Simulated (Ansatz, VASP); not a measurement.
# PtC in two plane-wave programs, part 2 of 2

Wanted: the spread between two codes on one cell, functional and k mesh. The cell is generated by rule, not measured, and may not be a known phase. Of the first pair: The two relaxations start from unlike cells of this crystal (the structure described is Ansatz's start), so only their ends are compared.

VASP 6.6.1 and Ansatz 0.2.0.

So far: The structure; VASP: relaxation of cell and atoms, PBE, pair 1; Ansatz: relaxation of cell and atoms, PBE, pair 1; Side by side; Ansatz: relaxation of cell and atoms, PBE, pair 2.

## 6. VASP: relaxation of cell and atoms, PBE, pair 2

Level of this step: PBE; plane waves and PAW (Pt, C); invented cell (VASP).

The same cell, functional, mesh and smearing now go to VASP, with its own data sets.

INCAR

```
SYSTEM = PtC
PREC = Accurate
ENCUT = 600
EDIFF = 1E-07
NELM = 120
ISMEAR = 0
SIGMA = 0.1
LREAL = .FALSE.
ALGO = Normal
GGA = PE
NBANDS = 13
LASPH = .TRUE.
LORBIT = 11
LWAVE = .FALSE.
LCHARG = .FALSE.
ISIF = 3
IBRION = 2
NSW = 80
EDIFFG = -0.005
GGA_COMPAT = .FALSE.
NELMIN = 4
KPAR = 2
```

POSCAR

```
PtC
1.0
    0.0000000000      2.3594290000      2.3594290000
    2.3594290000      0.0000000000      2.3594290000
    2.3594290000      2.3594290000      0.0000000000
Pt C
1 1
Direct
    0.0000000000      0.0000000000      0.0000000000
    0.2499998940      0.2499998940      0.2499998940
```

KPOINTS

```
Automatic mesh
0
Gamma
14 14 14
0 0 0
```

Potentials, in the order of the species: Pt and C (PBE family, release 64).

Run with:

```console
$ mpirun -np 2 vasp_std
```

Numbers of over 12 decimals in the logs are rounded to 6 here.

What it wrote:

```text
[... set-up lines as in an earlier step ...]
 entering main loop
       N       E                     dE             d eps       ncg     rms          rms(c)
DAV:   1     0.647218663229E+02    0.64722E+02   -0.77327E+03  2704   0.112E+03
DAV:   2    -0.134416707413E+02   -0.78164E+02   -0.72398E+02  3284   0.221E+02
DAV:   3    -0.157123993884E+02   -0.22707E+01   -0.22518E+01  3139   0.376E+01
DAV:   4    -0.157261851358E+02   -0.13786E-01   -0.13784E-01  3019   0.343E+00
[...]
DAV:  11    -0.135509979072E+02   -0.65215E-05   -0.19864E-05  2839   0.404E-02    0.116E-02
DAV:  12    -0.135509968796E+02    0.10277E-05   -0.24055E-06  3137   0.125E-02    0.471E-03
DAV:  13    -0.135509968212E+02    0.58332E-07   -0.66108E-07  2829   0.660E-03
   1 F= -.13550997E+02 E0= -.13548950E+02  d E =-.135510E+02
[...]
N       E                     dE             d eps       ncg     rms          rms(c)
DAV:   1    -0.135510893916E+02   -0.92512E-04   -0.15826E-03  2709   0.390E-01    0.654E-02
[...]
DAV:   5    -0.135509911268E+02    0.10241E-06   -0.54930E-07  2874   0.528E-03    0.236E-03
DAV:   6    -0.135509909766E+02    0.15020E-06   -0.92955E-08  1717   0.238E-03    0.275E-04
DAV:   7    -0.135509909711E+02    0.55112E-08   -0.13568E-08  1387   0.853E-04
   2 F= -.13550991E+02 E0= -.13548941E+02  d E =0.585018E-05
 trial-energy change:    0.000006  1 .order    0.000004   -0.000012    0.000020
 step:   0.3007(harm=  0.3709)  dis= 0.00000  next Energy=   -13.550999 (dE=-0.172E-05)
[...]
N       E                     dE             d eps       ncg     rms          rms(c)
DAV:   1    -0.135510449290E+02   -0.53952E-04   -0.77674E-04  2704   0.273E-01    0.460E-02
DAV:   2    -0.135510033563E+02    0.41573E-04   -0.19694E-04  2714   0.127E-01    0.199E-02
DAV:   3    -0.135509983539E+02    0.50025E-05   -0.11622E-05  2704   0.287E-02    0.125E-02
DAV:   4    -0.135509980558E+02    0.29803E-06   -0.38984E-06  2719   0.163E-02    0.574E-03
DAV:   5    -0.135509982124E+02   -0.15659E-06   -0.27010E-07  2741   0.372E-03    0.163E-03
DAV:   6    -0.135509982834E+02   -0.70954E-07   -0.45546E-08  1367   0.168E-03
   3 F= -.13550998E+02 E0= -.13548950E+02  d E =-.146214E-05
[...]
reached required accuracy - stopping structural energy minimisation
```

Parts of OUTCAR (step 6):

```text
  Total        0.0012689      0.0012689      0.0012689     -0.0000000     -0.0000000      0.0000000
  in kB        0.0773668      0.0773668      0.0773668     -0.0000000     -0.0000000      0.0000000
  external PRESSURE =       0.0773668 kB  Pullay stress =       0.0000000 kB

 POSITION                                       TOTAL-FORCE (eV/Angst)
 -----------------------------------------------------------------------------------
      0.00000     -0.00000      0.00000         0.000000      0.000000      0.000000
      1.17982      1.17982      1.17982        -0.000000     -0.000000     -0.000000
 -----------------------------------------------------------------------------------
    total drift:                                0.000129      0.000129      0.000128

  FREE ENERGIE OF THE ION-ELECTRON SYSTEM (eV)
  ---------------------------------------------------
  free  energy   TOTEN  =       -13.5509982834 eV

  energy  without entropy=      -13.5469026172  energy(sigma->0) =      -13.54895045

[... 1 part as in an earlier step ...]

[... 3 further parts left out ...]
[key lines of the parts left out:]
E-fermi :   8.5160
```

## 7. Side by side

What differs besides the data sets and the points named for the pairs above, as far as they apply: the data sets hold 22 valence electrons in Ansatz (on its default PAW (the set named soft_2) files) and 14 in VASP. Total energies have different zeros and are not compared.

Both answers:

```csv
quantity,Ansatz,VASP,difference
volume (Å³),26.26,26.28,-0.07 %
"edge a after relaxation, in the typed setting (Å)",3.336,3.337,-0.02 %
```

## 8. VASP: zone-centre phonons, PBE

Second derivatives magnify differences that forces hide, and they need a tight electronic threshold.

INCAR

```
SYSTEM = PtC
PREC = Accurate
ENCUT = 600
EDIFF = 1E-08
NELM = 120
ISMEAR = 1
SIGMA = 0.15
LREAL = .FALSE.
ALGO = Normal
GGA = PE
NBANDS = 13
LASPH = .TRUE.
LORBIT = 11
LWAVE = .FALSE.
LCHARG = .FALSE.
ISIF = 2
IBRION = 8
GGA_COMPAT = .FALSE.
KPAR = 2
```

POSCAR

```
PtC
1.0
    0.0000000000      2.3587990055      2.3587990055
    2.3587990055      0.0000000000      2.3587990055
    2.3587990055      2.3587990055      0.0000000000
Pt C
1 1
Direct
    0.0000000000      0.0000000000      0.0000000000
    0.2500000000      0.2500000000      0.2500000000
```

KPOINTS

```
Automatic mesh
0
Gamma
16 16 16
0 0 0
```

Run with:

```console
$ mpirun -np 2 vasp_std
```

What it wrote:

```text
[... set-up lines as in an earlier step ...]
 entering main loop
       N       E                     dE             d eps       ncg     rms          rms(c)
DAV:   1     0.630485330393E+02    0.63049E+02   -0.77220E+03  3794   0.112E+03
DAV:   2    -0.135351970494E+02   -0.76584E+02   -0.70909E+02  4620   0.220E+02
DAV:   3    -0.157094644968E+02   -0.21743E+01   -0.21581E+01  4295   0.370E+01
DAV:   4    -0.157223350103E+02   -0.12871E-01   -0.12870E-01  4245   0.334E+00
[...]
DAV:  12    -0.135477084601E+02    0.94317E-06   -0.21214E-06  4377   0.117E-02    0.454E-03
DAV:  13    -0.135477084096E+02    0.50415E-07   -0.62871E-07  3890   0.646E-03    0.814E-04
DAV:  14    -0.135477084141E+02   -0.44907E-08   -0.13613E-08  3179   0.108E-03
   1 F= -.13547708E+02 E0= -.13547778E+02  d E =0.209347E-03
 Linear response reoptimize wavefunctions to high precision
DAV:   1    -0.135477084283E+02   -0.14175E-07   -0.18897E-09  3663   0.339E-04
DAV:   2    -0.135477084283E+02   -0.76170E-11   -0.41615E-11  2015   0.490E-05
 Linear response DOF=           2
 Linear response progress:
[...]
RMM:  12    -0.240965507106E+00   -0.33370E-07   -0.37008E-08 31390   0.190E-05    0.518E-06
RMM:  13    -0.240965472954E+00    0.34152E-07   -0.78987E-09 29377   0.116E-05    0.118E-06
RMM:  14    -0.240965464672E+00    0.82819E-08   -0.14012E-08 29686   0.698E-06    0.214E-07
 first order change of Fermi-energy   0.58969E-04
 force on displaced ion       1 direction 1 : -12.248  -0.000  -0.000
 Linear response progress:
  Degree of freedom:   2/  2
       N       E                     dE             d eps       ncg     rms          rms(c)
RMM:   1    -0.112502982817E+00   -0.11250E+00    0.84547E-02 36350   0.214E+00
RMM:   2    -0.110402164174E+00    0.21008E-02   -0.24599E-03 24489   0.402E-01    0.238E-01
RMM:   3    -0.110776471313E+00   -0.37431E-03   -0.19866E-04 25355   0.968E-02    0.128E-01
RMM:   4    -0.111338801330E+00   -0.56233E-03   -0.12924E-04 24858   0.749E-02    0.221E-02
[...]
RMM:   9    -0.111309418907E+00    0.29093E-07    0.25464E-09 27670   0.357E-05    0.356E-05
RMM:  10    -0.111309371640E+00    0.47267E-07   -0.42053E-09 27670   0.145E-05    0.260E-06
RMM:  11    -0.111309371124E+00    0.51589E-09   -0.43390E-09 23525   0.439E-06    0.738E-07
 first order change of Fermi-energy   0.58139E-04
 force on displaced ion       2 direction 1 : -12.248  -0.000  -0.000
 Linear response finished
```

OUTCAR, selected parts (step 8):

```text
  Total        0.0263491      0.0263491      0.0263491     -0.0000000     -0.0000000      0.0000000
  in kB        1.6083231      1.6083231      1.6083231     -0.0000000     -0.0000000      0.0000000
  external PRESSURE =       1.6083231 kB  Pullay stress =       0.0000000 kB

 POSITION                                       TOTAL-FORCE (eV/Angst)
 -----------------------------------------------------------------------------------
      0.00000      0.00000      0.00000         0.000000     -0.000000     -0.000000
      1.17940      1.17940      1.17940         0.000000      0.000000      0.000000
 -----------------------------------------------------------------------------------
    total drift:                                0.000000      0.000000      0.000000

[... 2 further parts left out ...]
```

## 9. Ansatz: zone-centre phonons, PBE

The same cell, functional, mesh and smearing now go to Ansatz, which takes its cutoff from its data sets.

The cell is taken from a series of runs on this material, whose earlier steps may have relaxed, scaled, displaced or heated it; both programs get it as it stands.

input.yaml

```yaml
crystal:
  lattice:
    - [0.0, 2.3587990055, 2.3587990055]
    - [2.3587990055, 0.0, 2.3587990055]
    - [2.3587990055, 2.3587990055, 0.0]
  atoms:
    - { symbol: Pt, position: [0.0, 0.0, 0.0] }
    - { symbol: C, position: [0.25, 0.25, 0.25] }
kpoints:
  mp_grid: { grid: [16, 16, 16] }
hamiltonian:
  xc: pbe
scf:
  occupations: { method: methfessel_paxton, width: 0.15 }
output:
  eigenvalues: true
phonons:
  method: dfpt
```

Run with:

```console
$ ansatz run input.yaml --threads 4 --pin off --max-ram 7168MiB --backend cpu --events-out ev --progress --plain --runs-dir out
```

What it wrote:

```text
zone centre: on kpoints.mp_grid the ground state, and the responses unless they are solved on pairs of k-points, stand on 349 of the mesh's 4096 k-points, reduced under 8 symmetry operations, with k and −k counted as one. Each operation leaves every solved displacement unchanged or reverses it
[...]
Crystal: 2 atoms, lattice volume = 26.248 Å³
[...]
k mesh reduced under 8 symmetry operations, with k and −k counted as one. Each operation leaves every solved displacement unchanged or reverses it
  ASR residual: 6.874e-5 → 0.000e0 eV/Å²; symmetrization residual: 1.234e-7 eV/Å²
  ASR residual per site (eV/Å²): 6.87e-5 2.84e-5
  Γ frequencies (cm⁻¹): 0.00 0.00 0.00 536.64 536.64 536.64
  non-analytic LO–TO correction: not included (Born effective charges unavailable; polar crystals: no LO–TO splitting at Γ)
[key lines of the parts left out:]
SCF converged after 7 iterations
Free energy (F): -12772.187252 eV
Fermi energy:    16.306223 eV
```

## 10. Comparison

What differs besides the data sets and the points named for the pairs above, as far as they apply: the data sets hold 22 valence electrons in Ansatz (on its default PAW (the set named soft_2) files) and 14 in VASP. Total energies have different zeros and are not compared.

Compared:

```csv
quantity,Ansatz,VASP,difference
optical mode 1 to 3 (cm⁻¹),536.6,542.6,-1.09 %
```

Modes are paired by rising frequency, not by their patterns, so a pair may set unlike modes beside each other; they are those without the splitting of longitudinal modes.

## 11. Summary of results

```
difference in volume (relaxation of cell and atoms, PBE, pair 1)                                                  : -0.22 %
difference in volume (relaxation of cell and atoms, PBE, pair 2)                                                  : -0.068 %
r.m.s. difference of the optical zone-centre modes, each program's sorted by frequency (zone-centre phonons, PBE) : 5.9 cm⁻¹
difference in optical mode 1 to 3 (zone-centre phonons, PBE)                                                      : -1.1 %
```

**Reading.** The difference in volume is -0.22 % (relaxation of cell and atoms, PBE, pair 1), within the 1.2 % picked in this series as the mark of a large difference, as far as the stopping tolerances let one tell. The data sets hold unlike numbers of valence electrons (22 in Ansatz and 14 in VASP), so part of the differences comes from the potentials. Among the rows given in per cent, the largest difference of the zone-centre phonons, PBE pair is in optical mode 1 to 3, -1.1 %. How closely two codes agree says nothing of how well the functional describes the real material.

[Lines on the potential files, build, host, timing and source positions are cut from VASP's logs without a mark.]

[Logs are printed without paths, hosts, clocks, repeated set-up lines and the standing remarks that a program may print on its own settings, such as how far it seeks lower states.]

[Hosts, paths, dates, database ids (printed as entryN), source tags and the programs' standing remarks are cut or masked in the printed files.]
